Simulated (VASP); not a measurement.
```
RbCl
1.0
    0.00000     3.29000     3.29000
    3.29000     0.00000     3.29000
    3.29000     3.29000     0.00000
Rb Cl
1 1
Cartesian
  0.00000   0.00000   0.00000
  3.29000   3.29000   3.29000
```

Calculation: PBE GGA, VASP's PBE PAW potentials (set 64) (plane waves; VASP). Run with 300 eV cut-off, 9×9×9 Γ-centred mesh, Fermi-Dirac smearing of 0.050 eV, potentials Rb_sv Cl.

Give the energies of bands 6 to 11 at the high-symmetry points, in eV from the valence-band maximum.

| band | Γ | X | U | L | W |
|---|---|---|---|---|---|
| 6 | 0.00 | -0.32 | -0.40 | -0.86 | -0.44 |
| 7 | 0.00 | -0.10 | -0.28 | -0.34 | -0.24 |
| 8 | 0.00 | -0.10 | -0.22 | -0.34 | -0.24 |
| 9 | 5.00 | 6.21 | 6.95 | 7.75 | 7.67 |
| 10 | 8.00 | 8.07 | 8.72 | 7.98 | 7.67 |
| 11 | 8.00 | 9.72 | 9.06 | 10.15 | 9.36 |

The gap is direct, 5.00 eV, from the valence maximum at Γ to the conduction minimum at Γ.

The structure is a typed RbCl crystal (Fm-3m). The cell was not relaxed at this level.
